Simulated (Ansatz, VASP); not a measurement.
**FeSb in two plane-wave programs**

Wanted: the spread between two codes on one cell, functional and k mesh. The cell comes out of the VASP series on this material, whose earlier steps may have relaxed, scaled or displaced it; both programs get it as it stands.

Method: plane waves, with VASP 6.6.1 beside it; relaxation of cell and atoms at PBEsol, DFT+U, in Ansatz 0.2.0.

### 1. Set-up

It takes space group P6_3/mmc (No. 194, hexagonal). The conventional cell has a = 4.227 Å, b = 4.227 Å, c = 5.412 Å, α = 90.00°, β = 90.00°, γ = 120.00°. Fe has 2 Fe at 2.71 Å and 6 Sb at 2.79 Å nearest. Sb has 6 Fe at 2.79 Å nearest. Farther neighbours are not listed.

### 2. VASP: relaxation of cell and atoms, PBEsol, DFT+U

The relaxed volume is the usual yardstick between codes: its relative difference is about their pressure difference at one cell divided by the bulk modulus.

Lines of VASP's logs that name or quote its potential files are left out, and so is its time.

INCAR

```
SYSTEM = FeSb
PREC = Accurate
ENCUT = 400
EDIFF = 1E-06
NELM = 100
ISMEAR = 0
SIGMA = 0.05
LREAL = .FALSE.
ALGO = Normal
GGA = PS
NBANDS = 21
ISPIN = 2
MAGMOM = 3 3 0 0
LDAU = .TRUE.
LDAUTYPE = 2
LDAUL = 2 -1
LDAUU = 5 0
LDAUJ = 0 0
LDAUPRINT = 1
LASPH = .TRUE.
LMAXMIX = 4
LORBIT = 11
LWAVE = .FALSE.
LCHARG = .FALSE.
KPAR = 4
IBRION = 2
NSW = 60
ISIF = 3
EDIFFG = -0.01
```

POSCAR

```
FeSb
1.0
    4.2268440126      0.0000000000      0.0000000000
   -2.1134220063      3.6605542928      0.0000000000
    0.0000000000      0.0000000000      5.4118682918
Fe Sb
2 2
Direct
    0.0000000000      0.0000000000      0.0000000000
    0.0000000000      0.0000000000      0.5000000000
    0.3333333333      0.6666666667      0.2500000000
    0.6666666667      0.3333333333      0.7500000000
```

KPOINTS

```
Automatic mesh
0
Gamma
7 7 5
0 0 0
```

PAW data sets: Fe and Sb (PBE family, release 64).

Started as:

```console
> mpirun -np 4 vasp_std
```

Numbers of over 12 decimals in the logs are rounded to 6 here.

Log:

```text
[banner, memory and clock lines left out]
running    4 mpi-ranks, on    1 nodes
 distrk:  each k-point on    1 cores,    4 groups
 distr:  one band on    1 cores,    1 groups

 POSCAR found type information on POSCAR FeSb
 POSCAR found :  2 types and       4 ions
|                                                                             |
|               ----> ADVICE to this user running VASP <----                  |
|                                                                             |
|     You enforced a specific xc type in the INCAR file but a different       |
|     [... a line on the potential file left out ...]
|     I HOPE YOU KNOW WHAT YOU ARE DOING!                                     |
|                                                                             |

 LDA part: xc-table for (Slater+PW92), standard interpolation
 POSCAR, INCAR and KPOINTS ok, starting setup
 FFT: planning ... GRIDC
 FFT: planning ... GRID_SOFT
 FFT: planning ... GRID
 WAVECAR not read
 entering main loop
       N       E                     dE             d eps       ncg     rms          rms(c)
DAV:   1     0.139850360818E+03    0.13985E+03   -0.88569E+03  2016   0.954E+02
DAV:   2    -0.119508572564E+02   -0.15180E+03   -0.14523E+03  2016   0.235E+02
DAV:   3    -0.205060489924E+02   -0.85552E+01   -0.80895E+01  2548   0.677E+01
DAV:   4    -0.207325723674E+02   -0.22652E+00   -0.22577E+00  2318   0.111E+01
DAV:   5    -0.207389664292E+02   -0.63941E-02   -0.63927E-02  2613   0.192E+00    0.195E+01
DAV:   6    -0.211933990604E+02   -0.45443E+00   -0.39719E+01  2418   0.115E+02    0.266E+01
DAV:   7    -0.191316975839E+02    0.20617E+01   -0.11701E+01  2306   0.614E+01    0.709E+00
DAV:   8    -0.195092856395E+02   -0.37759E+00   -0.11925E+00  2781   0.771E+00    0.384E+00
DAV:   9    -0.197555136382E+02   -0.24623E+00   -0.75485E-01  2995   0.808E+00    0.244E+00
DAV:  10    -0.198796477709E+02   -0.12413E+00   -0.12587E-01  2617   0.434E+00    0.131E+00
DAV:  11    -0.199509342467E+02   -0.71286E-01   -0.12271E-01  2582   0.469E+00    0.679E-01
DAV:  12    -0.199662387243E+02   -0.15304E-01   -0.16502E-02  2803   0.168E+00    0.441E-01
DAV:  13    -0.199729568552E+02   -0.67181E-02   -0.72381E-03  2630   0.110E+00    0.163E-01
DAV:  14    -0.199734973316E+02   -0.54048E-03   -0.11045E-03  2614   0.332E-01    0.851E-02
DAV:  15    -0.199735547285E+02   -0.57397E-04   -0.13301E-04  2669   0.168E-01    0.375E-02
DAV:  16    -0.199735738284E+02   -0.19100E-04   -0.52423E-05  3094   0.866E-02    0.162E-02
DAV:  17    -0.199735806562E+02   -0.68278E-05   -0.10429E-05  2722   0.304E-02    0.974E-03
DAV:  18    -0.199735810852E+02   -0.42899E-06   -0.18236E-06  1524   0.192E-02
   1 F= -.19973581E+02 E0= -.19972748E+02  d E =-.199736E+02  mag=     6.3149
[...]
2 F= -.19973764E+02 E0= -.19972875E+02  d E =-.183347E-03  mag=     6.3206
[...]
3 F= -.19973776E+02 E0= -.19972895E+02  d E =-.194580E-03  mag=     6.3196
[...]
4 F= -.19973824E+02 E0= -.19972961E+02  d E =-.481319E-04  mag=     6.3193
 trial-energy change:   -0.000048  1 .order   -0.000047   -0.000060   -0.000034
 step:   2.2483(harm=  2.2483)  dis= 0.00000  next Energy=   -19.973845 (dE=-0.698E-04)
 bond charge predicted
       N       E                     dE             d eps       ncg     rms          rms(c)
DAV:   1    -0.199739334375E+02   -0.10900E-03   -0.65436E-03  2166   0.605E-01    0.743E-02
DAV:   2    -0.199738695868E+02    0.63851E-04   -0.22610E-04  2519   0.215E-01    0.551E-02
DAV:   3    -0.199738568978E+02    0.12689E-04   -0.28386E-05  2587   0.105E-01    0.288E-02
DAV:   4    -0.199738490235E+02    0.78742E-05   -0.15967E-05  2655   0.375E-02    0.108E-02
DAV:   5    -0.199738479548E+02    0.10688E-05   -0.51080E-06  2240   0.361E-02    0.374E-03
DAV:   6    -0.199738480427E+02   -0.87912E-07   -0.57451E-07  1068   0.609E-03
   5 F= -.19973848E+02 E0= -.19973005E+02  d E =-.723777E-04  mag=     6.3191
 curvature:  -1.27 expect dE=-0.113E-05 dE for cont linesearch -0.151E-06
 trial: gam= 0.00000 g(F)=  0.157E-47 g(S)=  0.894E-06 ort =-0.289E-05 (trialstep = 0.122E+01)
 search vector abs. value=  0.894E-06
 reached required accuracy - stopping structural energy minimisation
```

OUTCAR, selected parts (step 2):

```text
ion  position               nearest neighbor table
   1  0.000  0.000  0.000-   2 2.71   2 2.71   4 2.79   3 2.79   4 2.79   3 2.79   4 2.79   3 2.79

  LATTYP: Found a hexagonal cell.
 ALAT       =     4.2268440126
 C/A-ratio  =     1.2803567569

 Subroutine GETGRP returns: Found 24 space group operations
 (whereof 12 operations were pure point group operations)

The static configuration has the point symmetry D_3d.
 The point group associated with its full space group is D_6h.

 Found     24 irreducible k-points:

   k-points           NKPTS =     24   k-points in BZ     NKDIM =     24   number of bands    NBANDS=     21

   dimension x,y,z NGX =    28 NGY =   28 NGZ =   36
   dimension x,y,z NGXF=    56 NGYF=   56 NGZF=   72

   ENCUT  =  400.0 eV  29.40 Ry    5.42 a.u.   6.89  6.89  8.83*2*pi/ulx,y,z

   NELECT =      26.0000    total number of electrons

 k-points in reciprocal lattice and weights: Automatic mesh
   0.00000000  0.00000000  0.00000000       0.004
   0.14285714  0.00000000  0.00000000       0.024
   0.28571429  0.00000000  0.00000000       0.024
   0.42857143  0.00000000  0.00000000       0.024
   0.14285714  0.14285714  0.00000000       0.024
   0.28571429  0.14285714  0.00000000       0.049
   0.42857143  0.14285714  0.00000000       0.024
   0.28571429  0.28571429  0.00000000       0.024
   0.00000000  0.00000000  0.20000000       0.008
[...]
0.42857143  0.14285714  0.40000000       0.049
   0.28571429  0.28571429  0.40000000       0.049

atom =   1  type =  1  l = 2

 onsite density matrix

spin component  1

  0.9489 -0.0000  0.0000  0.0023  0.0000
 -0.0000  0.9475  0.0000 -0.0000  0.0023
  0.0000  0.0000  0.9338 -0.0000  0.0000
  0.0023 -0.0000 -0.0000  0.9475  0.0000
  0.0000  0.0023  0.0000  0.0000  0.9489

spin component  2

  0.1516 -0.0000 -0.0000 -0.1029 -0.0000
 -0.0000  0.1151 -0.0000 -0.0000 -0.1029
 -0.0000 -0.0000  0.9002  0.0000  0.0000
 -0.1029 -0.0000  0.0000  0.1151 -0.0000
 -0.0000 -0.1029  0.0000 -0.0000  0.1516

 occupancies and eigenvectors

  o =  0.0289  v =  0.0000  0.0000  0.0000  0.0000  0.0000  0.6425  0.0000 -0.0000  0.7663  0.0000      0.0000  0.0000  0.0000  0.0000  0.0000  0.0000  0.0000  0.0000  0.0000  0.0000
  o =  0.0289  v =  0.0000  0.0000  0.0000  0.0000  0.0000 -0.0000  0.7663 -0.0000 -0.0000  0.6425      0.0000  0.0000  0.0000  0.0000  0.0000  0.0000  0.0000  0.0000  0.0000  0.0000
  o =  0.2378  v =  0.0000  0.0000  0.0000  0.0000  0.0000  0.7663  0.0000  0.0000 -0.6425 -0.0000      0.0000  0.0000  0.0000  0.0000  0.0000  0.0000  0.0000  0.0000  0.0000  0.0000
  o =  0.2378  v =  0.0000  0.0000  0.0000  0.0000  0.0000 -0.0000  0.6425  0.0000  0.0000 -0.7663      0.0000  0.0000  0.0000  0.0000  0.0000  0.0000  0.0000  0.0000  0.0000  0.0000
  o =  0.9002  v =  0.0000  0.0000  0.0000  0.0000  0.0000 -0.0000 -0.0000  1.0000  0.0000  0.0000      0.0000  0.0000  0.0000  0.0000  0.0000  0.0000  0.0000  0.0000  0.0000  0.0000
  o =  0.9338  v =  0.0000 -0.0000 -1.0000 -0.0000  0.0000  0.0000  0.0000  0.0000  0.0000  0.0000      0.0000  0.0000  0.0000  0.0000  0.0000  0.0000  0.0000  0.0000  0.0000  0.0000
  o =  0.9458  v = -0.5952 -0.0000  0.0000  0.8036  0.0000  0.0000  0.0000  0.0000  0.0000  0.0000      0.0000  0.0000  0.0000  0.0000  0.0000  0.0000  0.0000  0.0000  0.0000  0.0000
  o =  0.9458  v =  0.0000 -0.8036  0.0000 -0.0000  0.5952  0.0000  0.0000  0.0000  0.0000  0.0000      0.0000  0.0000  0.0000  0.0000  0.0000  0.0000  0.0000  0.0000  0.0000  0.0000
  o =  0.9506  v =  0.8036 -0.0000 -0.0000  0.5952 -0.0000  0.0000  0.0000  0.0000  0.0000  0.0000      0.0000  0.0000  0.0000  0.0000  0.0000  0.0000  0.0000  0.0000  0.0000  0.0000
  o =  0.9506  v = -0.0000 -0.5952 -0.0000 -0.0000 -0.8036  0.0000  0.0000  0.0000  0.0000  0.0000      0.0000  0.0000  0.0000  0.0000  0.0000  0.0000  0.0000  0.0000  0.0000  0.0000

atom =   2  type =  1  l = 2

 onsite density matrix

spin component  1

  0.9489  0.0000  0.0000 -0.0023  0.0000
  0.0000  0.9475 -0.0000 -0.0000 -0.0023
  0.0000 -0.0000  0.9338  0.0000  0.0000
 -0.0023 -0.0000  0.0000  0.9475 -0.0000
  0.0000 -0.0023  0.0000 -0.0000  0.9489

spin component  2

  0.1516  0.0000  0.0000  0.1029 -0.0000
  0.0000  0.1151  0.0000 -0.0000  0.1029
  0.0000  0.0000  0.9002 -0.0000  0.0000
  0.1029 -0.0000 -0.0000  0.1151  0.0000
 -0.0000  0.1029  0.0000  0.0000  0.1516

 occupancies and eigenvectors

  o =  0.0289  v =  0.0000  0.0000  0.0000  0.0000  0.0000  0.6425 -0.0001 -0.0000 -0.7663  0.0000      0.0000  0.0000  0.0000  0.0000  0.0000  0.0000  0.0000  0.0000  0.0000  0.0000
  o =  0.0289  v =  0.0000  0.0000  0.0000  0.0000  0.0000 -0.0000 -0.7663 -0.0000  0.0001  0.6425      0.0000  0.0000  0.0000  0.0000  0.0000  0.0000  0.0000  0.0000  0.0000  0.0000
  o =  0.2378  v =  0.0000  0.0000  0.0000  0.0000  0.0000  0.7663  0.0000 -0.0000  0.6425  0.0000      0.0000  0.0000  0.0000  0.0000  0.0000  0.0000  0.0000  0.0000  0.0000  0.0000
  o =  0.2378  v =  0.0000  0.0000  0.0000  0.0000  0.0000  0.0000 -0.6425  0.0000  0.0000 -0.7663      0.0000  0.0000  0.0000  0.0000  0.0000  0.0000  0.0000  0.0000  0.0000  0.0000
  o =  0.9002  v =  0.0000  0.0000  0.0000  0.0000  0.0000  0.0000  0.0000  1.0000 -0.0000  0.0000      0.0000  0.0000  0.0000  0.0000  0.0000  0.0000  0.0000  0.0000  0.0000  0.0000
  o =  0.9338  v =  0.0000  0.0000 -1.0000  0.0000  0.0000  0.0000  0.0000  0.0000  0.0000  0.0000      0.0000  0.0000  0.0000  0.0000  0.0000  0.0000  0.0000  0.0000  0.0000  0.0000
  o =  0.9458  v = -0.5952  0.0000  0.0000 -0.8036  0.0000  0.0000  0.0000  0.0000  0.0000  0.0000      0.0000  0.0000  0.0000  0.0000  0.0000  0.0000  0.0000  0.0000  0.0000  0.0000
  o =  0.9458  v =  0.0000  0.8036  0.0000  0.0000  0.5952  0.0000  0.0000  0.0000  0.0000  0.0000      0.0000  0.0000  0.0000  0.0000  0.0000  0.0000  0.0000  0.0000  0.0000  0.0000
  o =  0.9506  v = -0.8036 -0.0000  0.0000  0.5952  0.0000  0.0000  0.0000  0.0000  0.0000  0.0000      0.0000  0.0000  0.0000  0.0000  0.0000  0.0000  0.0000  0.0000  0.0000  0.0000
  o =  0.9506  v =  0.0000 -0.5952  0.0000 -0.0000  0.8036  0.0000  0.0000  0.0000  0.0000  0.0000      0.0000  0.0000  0.0000  0.0000  0.0000  0.0000  0.0000  0.0000  0.0000  0.0000

 average (electrostatic) potential at core
       1 -43.1191       2 -43.1191       3 -85.3531       4 -85.3531

 E-fermi :   6.8043

 spin component 1
 k-point     1 :       0.0000    0.0000    0.0000
  band No.  band energies     occupation
    ...
      9       0.9330      1.00000
     10       1.3454      1.00000
     11       1.7765      1.00000
     12       1.7765      1.00000
     13       4.5135      1.00000
     14       6.8656      0.04161
     15       6.8656      0.04160
     16       7.5227      0.00000
     17       7.5227      0.00000
     18       9.2092      0.00000
    ...

 k-point     2 :       0.1429    0.0000    0.0000
  band No.  band energies     occupation
    ...
     11       1.7657      1.00000
     12       1.7763      1.00000
     13       4.4827      1.00000
     14       5.0319      1.00000
     15       5.8612      1.00000
     16       6.9766      0.00000
     17       8.4069      0.00000
     18       9.4359      0.00000
     19      10.4312      0.00000
     20      11.0839      0.00000
    ...

 k-point     3 :       0.2857    0.0000    0.0000
  band No.  band energies     occupation
    ...
     12       1.8301      1.00000
     13       3.2154      1.00000
     14       4.3869      1.00000
     15       4.8093      1.00000
     16       5.7588      1.00000
     17       8.0265      0.00000
     18       8.9909      0.00000
     19       9.9155      0.00000
     20      11.5096      0.00000
     21      11.5658      0.00000

 k-point     4 :       0.4286    0.0000    0.0000
  band No.  band energies     occupation
    ...
     13       3.2384      1.00000
     14       4.1823      1.00000
     15       4.1862      1.00000
     16       4.4695      1.00000
     17       6.7481      0.94424
     18       9.1260      0.00000
     19       9.2953      0.00000
     20      11.2410      0.00000
     21      11.3146      0.00000

 k-point     5 :       0.1429    0.1429    0.0000
  band No.  band energies     occupation
    ...
     11       1.7491      1.00000
     12       1.7855      1.00000
     13       3.7472      1.00000
     14       4.3905      1.00000
     15       4.4320      1.00000
     16       7.4825      0.00000
     17       7.5698      0.00000
     18       8.5394      0.00000
     19      10.8369      0.00000
     20      10.9692      0.00000
    ...

 k-point     6 :       0.2857    0.1429    0.0000
  band No.  band energies     occupation
    ...
     12       2.3616      1.00000
     13       2.6329      1.00000
     14       3.8500      1.00000
     15       4.3796      1.00000
     16       6.0084      1.00000
     17       7.1629      0.00000
     18       7.7896      0.00000
     19       9.8621      0.00000
     20      10.3301      0.00000
     21      12.6308      0.00000

  Total        0.0040602      0.0040602      0.0064166      0.0000000      0.0000000      0.0000000
  in kB        0.0774868      0.0774868      0.1224585      0.0000000      0.0000000      0.0000000
  external PRESSURE =       0.0924774 kB  Pullay stress =       0.0000000 kB

  energy-cutoff  :      400.00
  volume of cell :       83.95
      direct lattice vectors                 reciprocal lattice vectors
     4.235620730  0.000000000  0.000000000     0.236092904  0.136308302  0.000000000
    -2.117810365  3.668155153 -0.000000000     0.000000000  0.272616604  0.000000000
     0.000000000 -0.000000000  5.403327062     0.000000000  0.000000000  0.185071159

 POSITION                                       TOTAL-FORCE (eV/Angst)
 -----------------------------------------------------------------------------------
     -0.00000      0.00000     -0.00000        -0.000000     -0.000000     -0.000000
     -0.00000     -0.00000      2.70166        -0.000000      0.000000     -0.000000
     -0.00000      2.44544      1.35083         0.000000     -0.000000     -0.000000
      2.11781      1.22272      4.05250        -0.000000      0.000000      0.000000
 -----------------------------------------------------------------------------------
    total drift:                               -0.000000      0.000000      0.000000

  FREE ENERGIE OF THE ION-ELECTRON SYSTEM (eV)
  ---------------------------------------------------
  free  energy   TOTEN  =       -19.9738480427 eV

  energy  without entropy=      -19.9721610787  energy(sigma->0) =      -19.97300456

 reached required accuracy - stopping structural energy minimisation

 total charge
# of ion       s       p       d       tot
------------------------------------------
    1        0.383   0.390   6.139   6.912
    2        0.383   0.390   6.139   6.912
    3        1.158   1.271   0.036   2.466
    4        1.158   1.271   0.036   2.466
--------------------------------------------------
tot          3.082   3.322  12.351  18.755

 magnetization (x)
# of ion       s       p       d       tot
------------------------------------------
    1        0.034   0.024   3.289   3.347
    2        0.034   0.024   3.289   3.347
    3        0.021  -0.151   0.001  -0.129
    4        0.021  -0.151   0.001  -0.129
--------------------------------------------------
tot          0.109  -0.253   6.579   6.436

[... 6 further parts left out ...]
```

The magnetic state follows from one typed start and may not be the lowest. The k-mesh is coarse for a metal. A U on the itinerant d states of such a compound is hard to justify; it moves the bands at the Fermi level and favours large moments. The PAW data sets were made with PBE, which is usual practice but a small mismatch for other functionals. The run keeps the 24 symmetry operations of its start, so it cannot find a distortion of lower symmetry.

(Part 1 of 2 ends here.)

[Lines on the potential files, build, host, timing and source positions are cut from VASP's logs without a mark.]

[Logs are printed without paths, hosts, clocks, repeated set-up lines and the standing remarks that a program may print on its own settings, such as how far it seeks lower states.]

[Hosts, paths, dates, database ids (printed as entryN), source tags and the programs' standing remarks are cut or masked in the printed files.]
